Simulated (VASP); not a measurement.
Calculation: PBE GGA, VASP's PBE PAW potentials (set 64) (plane waves; VASP).

A VASP calculation is set up with these files.

### POSCAR
```
SbAs
1
    4.2518410000     0.0000000000     0.0000000000
   -2.1259210000     3.6822020000     0.0000000000
    0.0000000000     0.0000000000     5.9260260000
As Sb
2 2
Direct
  0.0000000000   0.0000000000   0.0000000000
  0.0000000000   0.0000000000   0.5000000000
  0.3333330000   0.6666670000   0.2500000000
  0.6666670000   0.3333330000   0.7500000000
```

**KPOINTS**
```
kpoints
0
gamma
 6 6 4
```

### INCAR
```
LCHARG = .FALSE.
SIGMA = 0.05   ! width (eV)
ISMEAR = 0
PREC = Accurate
LREAL = .FALSE.
LMAXMIX = 4   ! l cut-off of mixed one-centre charges
LWAVE = .FALSE.
GGA = PE   ! PBE
ALGO = Normal
ISIF = 2   ! forces and stress, cell fixed
ENCUT = 520   ! plane-wave cut-off (eV)
EDIFF = 1E-6   ! SCF stop (eV)
NELM = 100   ! most electronic steps
LASPH = .TRUE.
SYSTEM = SbAs
```

POTCAR, in this order: As Sb_d_GW (PBE.64 set). Program: vasp_std.

What will the output report for the number of irreducible k-points (NKPTS), number of bands (NBANDS), largest plane-wave count, number of space-group operations, FFT grid (NGX, NGY, NGZ)?

The number of irreducible k-points (NKPTS) comes out as 21. The number of bands (NBANDS) is 24 and the largest plane-wave count comes out as 2514. The number of space-group operations comes out as 24 and the FFT grid (NGX, NGY, NGZ) is 32 × 32 × 48.

The structure was generated: SbAs was put into the NiAs type (P6_3/mmc), which need not be its known phase. The cell was not relaxed at this level. The run is one of a series of settings (ENCUT = 520, POTCAR As Sb_d_GW (PBE.64 set) against the base run), some of them coarse on purpose.
